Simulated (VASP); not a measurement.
SmO, 2 atoms in the cell. The structure is cubic, space group Fm-3m (No. 225). The conventional cell has a = 5.032 Å, b = 5.032 Å, c = 5.032 Å, α = 90.00°, β = 90.00°, γ = 90.00°. Sm (site symmetry m-3m) is surrounded by 6 O at 2.52 Å. Around O (site symmetry m-3m) lie 6 Sm at 2.52 Å. The cell was built by a generator and isn't the measured one.

```yaml
Program: VASP 6.6.1
Task: single point
Functional: r2SCAN
Potentials_or_basis: VASP PAW PBE potentials, release 64 (Sm, O)
Cutoff: 520 eV
k_mesh: 7 × 7 × 7
Occupations: gaussian, width 0.05 eV
Spin: collinear spin, twin_end start
Starting_moments: "[6.16, -0.09] μB"
Hubbard_terms: Sm f U = 3.0 eV, J = 0.5 eV
Dipole_correction: no
LDAUTYPE: 1
Hund's_J: 0.5
Further_INCAR_settings: ALGO = Normal; EDIFF = 1e-06; NBANDS = 22
```

Potentials or basis: VASP PAW PBE potentials, release 64 (Sm, O).

Run with:

```console
$ cat potpaw_PBE.64/Sm/POTCAR potpaw_PBE.64/O/POTCAR > POTCAR
$ cp INCAR.step1 INCAR
$ mpirun -np 1 vasp_std > vasp.out
$ cp INCAR.step2 INCAR
$ mpirun -np 1 vasp_std > vasp.out
```

Hardware: 1 thread of AMD EPYC 7R43 64-Core Processor (Zen 3) (shared host).

Question: How long does it take, and how much memory?

Answer: Run time: 3.3 min on 1 thread of AMD EPYC 7R43 64-Core Processor (Zen 3), on a shared host, peak memory 0.17 GiB. Counts: scf iterations 11, k points 20.
